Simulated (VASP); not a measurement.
# Be3AsN (Pm-3m) in VASP: electric field gradients with PBE

Aim: the electric field gradients of Be3AsN with PBE.

Everything below comes from runs of VASP 6.6.1. Logs are shortened: lines on timing, memory, paths and dates and some standing lists are left out, and cuts for length are marked.

## 1. Starting point

It takes space group Pm-3m (No. 221, cubic). The conventional cell has a = 3.614 Å, b = 3.614 Å, c = 3.614 Å, α = 90.00°, β = 90.00°, γ = 90.00°. Around Be (site symmetry 4/mmm) lie 2 N at 1.81 Å. As (site symmetry m-3m) is surrounded by 12 Be at 2.56 Å. Around N (site symmetry m-3m) lie 6 Be at 1.81 Å.

The cell comes from a database or a generator and needn't be the stable form of this composition.

## 2. Electric field gradients, PBE

The input, INCAR:

```
SYSTEM = Be3AsN
PREC = Accurate
ENCUT = 520
EDIFF = 1E-8
ISMEAR = 0
SIGMA = 0.01
LREAL = .False.
LASPH = .True.
NELM = 100
ALGO = Normal
ISIF = 2
LWAVE = .False.
LCHARG = .False.
GGA = PE
LEFG = .True.
NBANDS = 16
```

The input, KPOINTS:

```
regular mesh
0
Gamma
  8 8 8
  0 0 0
```

The input, POSCAR:

```
Be3AsN
1.0
    3.6136418227      0.0000000000      0.0000000000
    0.0000000000      3.6136418227      0.0000000000
    0.0000000000      0.0000000000      3.6136418227
Be As N
3 1 1
Direct
    0.0000000000      0.5000000000      0.5000000000
    0.5000000000      0.0000000000      0.5000000000
    0.5000000000      0.5000000000      0.0000000000
    0.0000000000      0.0000000000      0.0000000000
    0.5000000000      0.5000000000      0.5000000000
```

Potentials or basis: VASP PAW PBE potentials, release 64 (Be, As, N).

Launch:

```console
> cat potpaw_PBE.64/Be/POTCAR potpaw_PBE.64/As/POTCAR potpaw_PBE.64/N/POTCAR > POTCAR
> mpirun -np 1 vasp_std > vasp.out
```

OUTCAR:

```text
SYSTEM = Be3AsN
   PREC = Accurate
   ENCUT = 520
   EDIFF = 1E-8
   ISMEAR = 0
   LREAL = .False.
   LASPH = .True.
   NELM = 100
   ISIF = 2
   GGA = PE

 ion  position               nearest neighbor table
   1  0.000  0.500  0.500-   5 1.81   5 1.81   4 2.56   4 2.56   4 2.56   4 2.56
   2  0.500  0.000  0.500-   5 1.81   5 1.81   4 2.56   4 2.56   4 2.56   4 2.56
   3  0.500  0.500  0.000-   5 1.81   5 1.81   4 2.56   4 2.56   4 2.56   4 2.56
   4  0.000  0.000  0.000-   1 2.56   2 2.56   3 2.56   1 2.56   2 2.56   1 2.56   3 2.56   1 2.56
                             2 2.56   3 2.56   2 2.56   3 2.56
   5  0.500  0.500  0.500-   1 1.81   2 1.81   3 1.81   3 1.81   2 1.81   1 1.81

  LATTYP: Found a simple cubic cell.
 ALAT       =     3.6136418227

  Lattice vectors:

 A1 = (   3.6136418227,   0.0000000000,   0.0000000000)
 A2 = (   0.0000000000,   3.6136418227,   0.0000000000)
 A3 = (   0.0000000000,   0.0000000000,   3.6136418227)

Analysis of symmetry for initial positions (statically):
=====================================================================
 Subroutine PRICEL returns:
 Original cell was already a primitive cell.

 Routine SETGRP: Setting up the symmetry group for a
 simple cubic supercell.

 Subroutine GETGRP returns: Found 48 space group operations
 (whereof 48 operations were pure point group operations)
 out of a pool of 48 trial point group operations.

The static configuration has the point symmetry O_h .

Analysis of symmetry for dynamics (positions and initial velocities):
=====================================================================
 Subroutine PRICEL returns:
 Original cell was already a primitive cell.

 Routine SETGRP: Setting up the symmetry group for a
 simple cubic supercell.

 Subroutine GETGRP returns: Found 48 space group operations
 (whereof 48 operations were pure point group operations)
 out of a pool of 48 trial point group operations.

The dynamic configuration has the point symmetry O_h .

 Subroutine INISYM returns: Found 48 space group operations
 (whereof 48 operations are pure point group operations),
 and found     1 'primitive' translations

----------------------------------------------------------------------------------------

                                     Primitive cell
[... 155 lines left out ...]
  band No.  band energies     occupation
      1      -9.2978      2.00000
      2      -3.5809      2.00000
      3       0.7208      2.00000
      4       0.7208      2.00000
      5       0.7208      2.00000
      6       7.3184      2.00000
[... 433 lines left out ...]
      3      -0.5380      2.00000
      4      -0.0996      2.00000
      5       1.9078      2.00000
      6       4.7975      2.00000
[... 8 lines left out ...]
     15      16.9883      0.00000
     16      17.6001      0.00000

 [... further k-points ...]

------------------------ aborting loop because EDIFF is reached ----------------------------------------

  FORCE on cell =-STRESS in cart. coord.  units (eV):
  Direction    XX          YY          ZZ          XY          YZ          ZX
  --------------------------------------------------------------------------------------
  -------------------------------------------------------------------------------------
  Total        0.0987643      0.0987643      0.0987643      0.0000000     -0.0000000     -0.0000000
  in kB        3.3533226      3.3533226      3.3533226      0.0000000     -0.0000000     -0.0000000
  external PRESSURE =       3.3533226 kB  Pullay stress =       0.0000000 kB

 VOLUME and BASIS-vectors are now :
 -----------------------------------------------------------------------------
  energy-cutoff  :      520.00
  volume of cell :       47.19
      direct lattice vectors                 reciprocal lattice vectors
     3.613641823  0.000000000  0.000000000     0.276729142  0.000000000  0.000000000
     0.000000000  3.613641823  0.000000000     0.000000000  0.276729142  0.000000000
     0.000000000  0.000000000  3.613641823     0.000000000  0.000000000  0.276729142

 POSITION                                       TOTAL-FORCE (eV/Angst)
 -----------------------------------------------------------------------------------
      0.00000      1.80682      1.80682         0.000000      0.000000      0.000000
      1.80682      0.00000      1.80682         0.000000      0.000000      0.000000
      1.80682      1.80682      0.00000         0.000000      0.000000      0.000000
      0.00000      0.00000      0.00000         0.000000      0.000000      0.000000
      1.80682      1.80682      1.80682         0.000000      0.000000      0.000000
 -----------------------------------------------------------------------------------
    total drift:                                0.000000      0.000000      0.000000

  FREE ENERGIE OF THE ION-ELECTRON SYSTEM (eV)
  ---------------------------------------------------
  free  energy   TOTEN  =       -25.2733064126 eV

  energy  without entropy=      -25.2733064126  energy(sigma->0) =      -25.27330641

 Electric field gradients (V/A^2)
---------------------------------------------------------------------
 ion       V_xx      V_yy      V_zz      V_xy      V_xz      V_yz
---------------------------------------------------------------------
   1      -9.475     4.737     4.737    -0.000     0.000    -0.000
   2       4.737    -9.475     4.737    -0.000     0.000    -0.000
   3       4.737     4.737    -9.475    -0.000    -0.000     0.000
   4       0.000    -0.000    -0.000     0.000    -0.000     0.000
   5      -0.000    -0.000     0.000    -0.000     0.000     0.000
---------------------------------------------------------------------

 Electric field gradients after diagonalization (V/A^2)
 (convention: |V_zz| > |V_xx| > |V_yy|)
----------------------------------------------------------------------
 ion       V_xx      V_yy      V_zz     asymmetry (V_yy - V_xx)/ V_zz
----------------------------------------------------------------------
   1       4.737     4.737    -9.475       0.000
   2       4.737     4.737    -9.475       0.000
   3       4.737     4.737    -9.475       0.000
   4      -0.000     0.000    -0.000      -0.339
   5      -0.000     0.000    -0.000      -0.969
----------------------------------------------------------------------

           NMR quadrupolar parameters

 Cq : quadrupolar parameter    Cq=e*Q*V_zz/h
 eta: asymmetry parameters     (V_yy - V_xx)/ V_zz
 Q  : nuclear electric quadrupole moment in mb (millibarn)
----------------------------------------------------------------------
 ion       Cq(MHz)       eta       Q (mb)
----------------------------------------------------------------------
   1      -0.023       0.000       1.000
   2      -0.023       0.000       1.000
   3      -0.023       0.000       1.000
   4      -0.000      -0.339       1.000
   5      -0.000      -0.969       1.000
----------------------------------------------------------------------
```

OSZICAR:

```text
N       E                     dE             d eps       ncg     rms          rms(c)
DAV:   1     0.354847740275E+02    0.35485E+02   -0.71084E+03  1120   0.896E+02
DAV:   2    -0.240500333079E+02   -0.59535E+02   -0.53341E+02  1496   0.177E+02
DAV:   3    -0.273372632772E+02   -0.32872E+01   -0.32639E+01  1632   0.418E+01
DAV:   4    -0.273670004811E+02   -0.29737E-01   -0.29735E-01  1216   0.452E+00
DAV:   5    -0.273673391696E+02   -0.33869E-03   -0.33867E-03  1632   0.421E-01    0.817E+00
DAV:   6    -0.252698841135E+02    0.20975E+01   -0.73898E+00  1448   0.206E+01    0.298E+00
DAV:   7    -0.252982162385E+02   -0.28332E-01   -0.69234E-01  1240   0.571E+00    0.229E+00
DAV:   8    -0.252992694213E+02   -0.10532E-02   -0.26197E-01  1432   0.341E+00    0.123E+00
DAV:   9    -0.252723055922E+02    0.26964E-01   -0.86321E-02  1456   0.227E+00    0.243E-01
DAV:  10    -0.252734855039E+02   -0.11799E-02   -0.96191E-03  1248   0.762E-01    0.688E-02
DAV:  11    -0.252733061218E+02    0.17938E-03   -0.33369E-04  1696   0.159E-01    0.144E-02
DAV:  12    -0.252733087464E+02   -0.26245E-05   -0.97071E-05  1312   0.725E-02    0.111E-02
DAV:  13    -0.252733075262E+02    0.12202E-05   -0.27946E-06  1464   0.141E-02    0.851E-03
DAV:  14    -0.252733064360E+02    0.10902E-05   -0.33371E-06  1440   0.116E-02    0.162E-03
DAV:  15    -0.252733063683E+02    0.67698E-07   -0.29556E-07  1424   0.404E-03    0.119E-03
DAV:  16    -0.252733064012E+02   -0.32865E-07   -0.71579E-09   736   0.691E-04    0.421E-04
DAV:  17    -0.252733064192E+02   -0.17985E-07   -0.15284E-08   880   0.830E-04    0.282E-04
DAV:  18    -0.252733064126E+02    0.65704E-08   -0.12295E-09   616   0.322E-04
   1 F= -.25273306E+02 E0= -.25273306E+02  d E =-.353155E-29
```

stdout:

```text
POSCAR found type information on POSCAR BeAsN
 POSCAR found :  3 types and       5 ions
 scaLAPACK will be used
 LDA part: xc-table for (Slater+PW92), standard interpolation
 POSCAR, INCAR and KPOINTS ok, starting setup
 FFT: planning ... GRIDC
 FFT: planning ... GRID_SOFT
 FFT: planning ... GRID
 WAVECAR not read
 entering main loop
ion   1

ion   2

ion   3

ion   4

ion   5
```

It took 25 s on 1 thread of Intel Xeon Platinum 8488C (Sapphire Rapids), shared host; peak memory 0.17 GiB.

Results:

| Quantity | Value |
| --- | --- |
| Free energy | -25.2733 eV |
| Pressure | 0.3 GPa |
| Band gap on the k mesh | 0.86 eV, indirect (least direct gap 1.29 eV) |

Levels at points of the mesh, in eV from the valence-band top:
```csv
k point,band 4,band 5,band 6,band 7,band 8,band 9,band 10,band 11,band 12,band 13
"(0.00, 0.00, 0.00)",-7.03,-7.03,-0.43,-0.43,-0.43,0.86,0.86,4.37,5.98,5.98
"(0.50, 0.00, 0.00)",-6.09,-5.28,-4.61,-1.96,-1.96,1.23,4.47,4.58,4.58,5.80
"(0.50, 0.50, 0.00)",-8.62,-5.59,-1.40,-1.40,0.00,1.41,1.43,2.06,2.06,8.30
"(0.50, 0.50, 0.50)",-6.45,-6.45,-6.18,-6.18,-6.18,5.33,5.33,5.33,8.82,9.61
```

Electric field gradients, principal values (V/Å²):
| atom | Vxx | Vyy | Vzz |
| --- | --- | --- | --- |
| 1 Be | 4.737 | 4.737 | -9.475 |
| 2 Be | 4.737 | 4.737 | -9.475 |
| 3 Be | 4.737 | 4.737 | -9.475 |
| 4 As | 0.000 | 0.000 | 0.000 |
| 5 N | 0.000 | 0.000 | 0.000 |
